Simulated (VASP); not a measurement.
Here is the system:

```
CELL_PARAMETERS angstrom
      4.04925     0.00000     0.00000
      0.00000     4.04925     0.00000
      0.00000     0.00000     5.04923
ATOMIC_POSITIONS crystal
  Pb 0.50000 0.00000 0.76514
  Pb 0.00000 0.50000 0.23486
  O  0.50000 0.50000 0.00000
  O  0.00000 0.00000 0.00000
```

Calculation: PBE GGA with D3 dispersion (zero damping), VASP's PBE PAW potentials (set 64) (plane waves; VASP). Run with 520 eV cut-off, Gaussian smearing of 0.050 eV, potentials Pb_d O.

Unless said otherwise, spin-orbit coupling is left out, though it shifts the bands of the heavy elements here.

### Question
Give the energies of bands 13 to 23 at the high-symmetry points, in eV from the valence-band maximum.

### Answer

```csv
band,Γ,X,M,Z,R,A
13,-6.94,-7.07,-8.00,-8.30,-7.14,-7.91
14,-6.52,-7.07,-8.00,-4.46,-7.14,-7.91
15,-3.99,-2.91,-3.11,-3.84,-3.40,-3.54
16,-3.99,-2.91,-3.11,-3.84,-3.40,-3.54
17,-1.50,-2.78,-1.52,-1.55,-2.75,-2.08
18,-1.50,-2.78,-1.52,-1.52,-2.75,-2.08
19,-1.50,-1.45,-0.89,-1.52,-0.84,-0.89
20,-0.02,-1.45,-0.89,-0.71,-0.84,-0.89
21,2.30,3.39,1.34,1.90,3.10,3.56
22,5.43,3.39,1.34,4.05,3.10,3.56
23,5.60,6.42,5.33,4.05,6.23,4.70
```

The gap is indirect, 1.34 eV, from the valence maximum at Γ-X at 0.22 to the conduction minimum at M.

The compound is PbO in the litharge structure. It was relaxed first.
